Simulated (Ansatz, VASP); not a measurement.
B3C: VASP beside Ansatz

```xyz
8
Lattice="2.0100 1.1605 4.8333 -2.0100 1.1605 4.8333 0.0000 -2.3209 4.8333" Properties=species:S:1:pos:R:3 pbc="T T T"
B    -1.1357   -0.6557    8.9562
B     0.0000    1.3113    8.9562
B     1.1356   -0.6557    8.9562
B    -1.1356    0.6557    5.5438
B     0.0000   -1.3113    5.5438
B     1.1356    0.6557    5.5438
C     0.0000    0.0000    6.4670
C     0.0000    0.0000    8.0330
```

Alike in both runs: task relaxation of cell and atoms; functional PBE; k mesh 5 × 5 × 5; occupations gaussian, width 0.2 eV; no spin polarisation.

|  | VASP | Ansatz |
| --- | --- | --- |
| version | VASP 6.6.1 | Ansatz 0.2.0 |
| potentials or method | VASP PAW PBE potentials, release 64 (B, C) | scalar-relativistic, plane waves, PAW |
| plane-wave cutoff (eV) | 600 | 420 |
| valence electrons in the cell | 26 | 26 |

|  | VASP | Ansatz | Ansatz less VASP |
| --- | --- | --- | --- |
| gap on the k mesh at the Fermi level, each at its own relaxed structure (eV) | none | none | - |
| relaxed volume (Å³/atom) | 8.42 | 8.43 | +0.009 |
| relaxed cell length with the largest relative difference (Å) | 5.235 | 5.229 | -0.0066 |
| energy change over the relaxation (meV/atom) | -45 | -45 | 0.0 |

A gap of «none» marks a metal or a gap that the smearing closes.

Caveats: the k mesh is coarse (spacing up to 0.37 Å⁻¹), so the values aren't converged.
